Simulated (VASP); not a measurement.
Method: LDA (Ceperley-Alder, Perdew-Zunger), VASP's LDA PAW potentials (set 64) (plane waves; VASP).

VASP ran on this input.

### INCAR
```
ALGO = Normal
EDIFF = 1E-8
ENCUT = 400
ISMEAR = 0
LASPH = .True.
LCHARG = .False.
LEPSILON = .True.
LMAXMIX = 4
LREAL = .False.
LWAVE = .False.
NELM = 100
PREC = Accurate
SIGMA = 0.01
SYSTEM = SnSe2
```

### KPOINTS
```
Automatic mesh
0
Gamma
7 7 4
0 0 0
```

### POSCAR
```
SnSe2
1
    1.9037372537    -3.2973698586     0.0000000000
    1.9037372537     3.2973698586     0.0000000000
    0.0000000000     0.0000000000     5.8835585362
Sn Se
1 2
Direct
  0.0000000000   0.0000000000  -0.0000000000
  0.3333330000   0.6666670000   0.2678025302
  0.6666670000   0.3333330000   0.7321974698
```

POTCAR, in this order: Sn_d Se (LDA.64 set). Program: vasp_std.

Output of the run:

### OUTCAR
```
 ion  position               nearest neighbor table
   1  0.000  0.000  0.000-   2 2.70   3 2.70   3 2.70   2 2.70   3 2.70   2 2.70
   2  0.333  0.667  0.268-   1 2.70   1 2.70   1 2.70
   3  0.667  0.333  0.732-   1 2.70   1 2.70   1 2.70
  LATTYP: Found a hexagonal cell.
 ALAT       =     3.8074746901
 C/A-ratio  =     1.5452653045
 Subroutine PRICEL returns:
 Original cell was already a primitive cell.
 Subroutine GETGRP returns: Found 12 space group operations
The static configuration has the point symmetry D_3d.
The dynamic configuration has the point symmetry D_3d.
 Subroutine INISYM returns: Found 12 space group operations
 Subroutine IBZKPT returns following result:
 Found     28 irreducible k-points:

 Following reciprocal coordinates:
            Coordinates               Weight
  0.000000  0.000000  0.000000      1.000000
  0.142857 -0.000000  0.000000      6.000000
  0.285714 -0.000000  0.000000      6.000000
  0.428571 -0.000000  0.000000      6.000000
  0.142857  0.142857  0.000000      6.000000
  0.285714  0.142857  0.000000     12.000000
  0.428571  0.142857  0.000000      6.000000
...
```

OSZICAR:
```
...
RMM:  14    -0.250801328165E+01   -0.23101E-07   -0.83052E-07   924   0.364E-04
RMM:  15    -0.250801327462E+01    0.70318E-08    0.52011E-07   914   0.353E-04
RMM:  16    -0.250801327550E+01   -0.88692E-09   -0.73981E-07   896   0.352E-04
 Linear response to external field (no local field effect), progress :
  Direction:   2
       N       E                     dE             d eps       ncg     rms          rms(c)
RMM:   1    -0.170920848314E+01   -0.17092E+01   -0.20221E+00  1343   0.124E+01
RMM:   2    -0.435473035155E+01   -0.26455E+01   -0.41003E-01  1805   0.288E+00
RMM:   3    -0.437580855058E+01   -0.21078E-01   -0.23697E-02  1852   0.663E-01
RMM:   4    -0.437645568768E+01   -0.64714E-03   -0.14537E-03  1873   0.196E-01
RMM:   5    -0.437652058338E+01   -0.64896E-04   -0.27225E-04  1970   0.609E-02
RMM:   6    -0.437652505026E+01   -0.44669E-05   -0.24875E-05  1929   0.209E-02
RMM:   7    -0.437652632445E+01   -0.12742E-05   -0.59879E-06  1941   0.709E-03
RMM:   8    -0.437652637668E+01   -0.52228E-07   -0.95770E-08  1832   0.226E-03
RMM:   9    -0.437652635822E+01    0.18460E-07   -0.83340E-08  1586   0.106E-03
RMM:  10    -0.437652639418E+01   -0.35959E-07   -0.10344E-06  1308   0.677E-04
RMM:  11    -0.437652638597E+01    0.82067E-08    0.54117E-06  1180   0.528E-04
RMM:  12    -0.437652639506E+01   -0.90829E-08   -0.18511E-06  1039   0.456E-04
RMM:  13    -0.437652639839E+01   -0.33360E-08    0.29630E-06   933   0.429E-04
RMM:  14    -0.437652639295E+01    0.54444E-08   -0.25299E-06   915   0.417E-04
RMM:  15    -0.437652638178E+01    0.11173E-07    0.11962E-06   901   0.410E-04
RMM:  16    -0.437652637263E+01    0.91439E-08   -0.61876E-06   892   0.407E-04
 Linear response to external field (no local field effect), progress :
  Direction:   3
       N       E                     dE             d eps       ncg     rms          rms(c)
RMM:   1    -0.159381644678E+01   -0.15938E+01   -0.42290E+00  1361   0.108E+01
RMM:   2    -0.436494466418E+01   -0.27711E+01   -0.35108E-01  1757   0.259E+00
RMM:   3    -0.438427329414E+01   -0.19329E-01   -0.21121E-02  1822   0.605E-01
RMM:   4    -0.438499277350E+01   -0.71948E-03   -0.12292E-03  1826   0.168E-01
RMM:   5    -0.438503177261E+01   -0.38999E-04   -0.14111E-04  1921   0.487E-02
RMM:   6    -0.438503461129E+01   -0.28387E-05   -0.12839E-05  1888   0.160E-02
RMM:   7    -0.438503537284E+01   -0.76155E-06    0.11236E-05  1901   0.550E-03
RMM:   8    -0.438503504829E+01    0.32454E-06    0.11522E-04  1754   0.194E-03
RMM:   9    -0.438503509776E+01   -0.49464E-07    0.22350E-05  1555   0.936E-04
RMM:  10    -0.438503507009E+01    0.27664E-07    0.49425E-06  1238   0.585E-04
RMM:  11    -0.438503498443E+01    0.85664E-07    0.11483E-05  1079   0.484E-04
RMM:  12    -0.438503502664E+01   -0.42209E-07   -0.11579E-06   939   0.438E-04
RMM:  13    -0.438503498739E+01    0.39249E-07   -0.22288E-06   860   0.414E-04
RMM:  14    -0.438503500633E+01   -0.18938E-07   -0.20448E-06   834   0.393E-04
RMM:  15    -0.438503500576E+01    0.57218E-09   -0.18537E-06   793   0.389E-04
RMM:  16    -0.438503499205E+01    0.13704E-07    0.60764E-06   778   0.385E-04
 Linear response to external field, progress :
  Direction:   1
       N       E                     dE             d eps       ncg     rms          rms(c)
RMM:   1    -0.132465616060E+01   -0.13247E+01   -0.11031E+00  2879   0.115E+01
RMM:   2    -0.342619204383E+01   -0.21015E+01   -0.38218E-01  3861   0.267E+00    0.245E+00
RMM:   3    -0.331417455636E+01    0.11202E+00   -0.13991E-01  3557   0.212E+00    0.129E+00
RMM:   4    -0.336252820751E+01   -0.48354E-01   -0.11112E-01  3620   0.184E+00    0.311E-01
RMM:   5    -0.338957799602E+01   -0.27050E-01   -0.76602E-03  3835   0.544E-01    0.362E-02
RMM:   6    -0.338950127349E+01    0.76723E-04   -0.61969E-04  4100   0.169E-01    0.246E-02
RMM:   7    -0.339037805399E+01   -0.87678E-03   -0.16916E-04  4030   0.506E-02    0.460E-03
RMM:   8    -0.339063343725E+01   -0.25538E-03    0.26998E-06  4210   0.183E-02    0.152E-03
RMM:   9    -0.339061061965E+01    0.22818E-04   -0.27165E-05  3945   0.670E-03    0.552E-04
RMM:  10    -0.339059458373E+01    0.16036E-04   -0.65646E-06  4335   0.277E-03    0.159E-04
RMM:  11    -0.339059858044E+01   -0.39967E-05   -0.94972E-06  4304   0.115E-03    0.591E-05
RMM:  12    -0.339059658026E+01    0.20002E-05   -0.50782E-06  3780   0.619E-04    0.267E-05
RMM:  13    -0.339059673273E+01   -0.15247E-06   -0.41808E-06  3052   0.424E-04    0.834E-06
 Linear response to external field, progress :
  Direction:   2
       N       E                     dE             d eps       ncg     rms          rms(c)
RMM:   1    -0.135177310162E+01   -0.13518E+01   -0.13743E+00  2859   0.114E+01
RMM:   2    -0.342566719570E+01   -0.20739E+01   -0.36351E-01  3887   0.265E+00    0.245E+00
RMM:   3    -0.331411039206E+01    0.11156E+00   -0.13990E-01  3558   0.211E+00    0.129E+00
RMM:   4    -0.336298245823E+01   -0.48872E-01   -0.11441E-01  3648   0.185E+00    0.310E-01
RMM:   5    -0.338914396258E+01   -0.26162E-01   -0.65021E-03  3828   0.551E-01    0.359E-02
RMM:   6    -0.338951578342E+01   -0.37182E-03   -0.75235E-04  4113   0.177E-01    0.246E-02
RMM:   7    -0.339033844298E+01   -0.82266E-03   -0.19494E-04  4068   0.528E-02    0.637E-03
RMM:   8    -0.339060831900E+01   -0.26988E-03   -0.30619E-05  4254   0.190E-02    0.161E-03
RMM:   9    -0.339060728333E+01    0.10357E-05   -0.13725E-05  3927   0.667E-03    0.586E-04
RMM:  10    -0.339059145644E+01    0.15827E-04   -0.61640E-08  4359   0.281E-03    0.171E-04
RMM:  11    -0.339059367025E+01   -0.22138E-05   -0.55678E-06  4327   0.116E-03    0.598E-05
RMM:  12    -0.339059281147E+01    0.85878E-06   -0.55616E-07  3831   0.631E-04    0.287E-05
RMM:  13    -0.339059276896E+01    0.42506E-07   -0.55903E-07  3115   0.432E-04    0.906E-06
 Linear response to external field, progress :
  Direction:   3
       N       E                     dE             d eps       ncg     rms          rms(c)
RMM:   1    -0.159381644587E+01   -0.15938E+01   -0.42290E+00  1361   0.108E+01
RMM:   2    -0.436494477370E+01   -0.27711E+01   -0.35109E-01  1757   0.259E+00    0.363E+00
RMM:   3    -0.384160086104E+01    0.52334E+00   -0.83501E-01  1803   0.340E+00    0.134E+00
RMM:   4    -0.386720997781E+01   -0.25609E-01   -0.75723E-02  1855   0.116E+00    0.731E-01
RMM:   5    -0.391203241114E+01   -0.44822E-01   -0.17898E-02  1785   0.657E-01    0.149E-01
RMM:   6    -0.391298752617E+01   -0.95512E-03   -0.20393E-03  1863   0.228E-01    0.553E-02
RMM:   7    -0.391723792127E+01   -0.42504E-02   -0.13695E-04  1816   0.791E-02    0.109E-02
RMM:   8    -0.391715337981E+01    0.84541E-04    0.18646E-04  1840   0.252E-02    0.720E-03
RMM:   9    -0.391732343698E+01   -0.17006E-03   -0.39234E-05  1724   0.107E-02    0.130E-03
RMM:  10    -0.391731863568E+01    0.48013E-05    0.11750E-04  1958   0.405E-03    0.676E-04
RMM:  11    -0.391731981049E+01   -0.11748E-05    0.27668E-05  1927   0.132E-03    0.320E-04
RMM:  12    -0.391732180001E+01   -0.19895E-05   -0.94408E-06  1812   0.578E-04    0.987E-05
RMM:  13    -0.391732059102E+01    0.12090E-05   -0.58047E-06  1486   0.388E-04    0.226E-05
RMM:  14    -0.391732065436E+01   -0.63349E-07   -0.87582E-06  1103   0.334E-04    0.374E-06
```

**OUTCAR**
```
------------------------ aborting loop because EDIFF is reached ----------------------------------------

 HEAD OF MICROSCOPIC STATIC DIELECTRIC TENSOR (INDEPENDENT PARTICLE, excluding Hartree and local field effects)
 ------------------------------------------------------
          17.865387    -0.000000     0.000000
          -0.000000    17.865389    -0.000000
           0.000000    -0.000000    22.484470
 ------------------------------------------------------

 MACROSCOPIC STATIC DIELECTRIC TENSOR (including local field effects in DFT)
 ------------------------------------------------------
          16.915231     0.000000     0.000000
           0.000000    16.915233     0.000000
           0.000000     0.000000    19.601493
 ------------------------------------------------------

 PIEZOELECTRIC TENSOR (including local field effects)  for field in x, y, z        (e  Angst)
          XX          YY          ZZ          XY          YZ          ZX
  --------------------------------------------------------------------------------
  x     0.00000     0.00000     0.00000     0.00000     0.00000     0.00000
  y     0.00000     0.00000     0.00000     0.00000     0.00000     0.00000
  z     0.00000     0.00000     0.00000     0.00000     0.00000     0.00000

 PIEZOELECTRIC TENSOR (including local field effects)  for field in x, y, z        (C/m^2)
          XX          YY          ZZ          XY          YZ          ZX
  --------------------------------------------------------------------------------
  x     0.00000     0.00000     0.00000     0.00000     0.00000     0.00000
  y     0.00000     0.00000     0.00000     0.00000     0.00000     0.00000
  z     0.00000     0.00000     0.00000     0.00000     0.00000     0.00000

 BORN EFFECTIVE CHARGES (including local field effects) (in |e|, cummulative output)
 ---------------------------------------------------------------------------------
 ion    1
    1     5.36874     0.00000     0.00000
    2     0.00000     5.36874    -0.00000
    3    -0.00000    -0.00000     2.58890
 ion    2
    1    -2.68437     0.00000     0.00000
    2     0.00000    -2.68437     0.00000
    3     0.00000     0.00000    -1.29445
 ion    3
    1    -2.68437     0.00000     0.00000
    2     0.00000    -2.68437     0.00000
    3     0.00000     0.00000    -1.29445
```
(Selected blocks of OUTCAR.)

The dielectric response may not be converged in the k-mesh; for small gaps it tends to come out too large. Tensors are in the Cartesian frame of the cell as typed.

The compound is SnSe2 in the 1T layered structure. It was relaxed first.
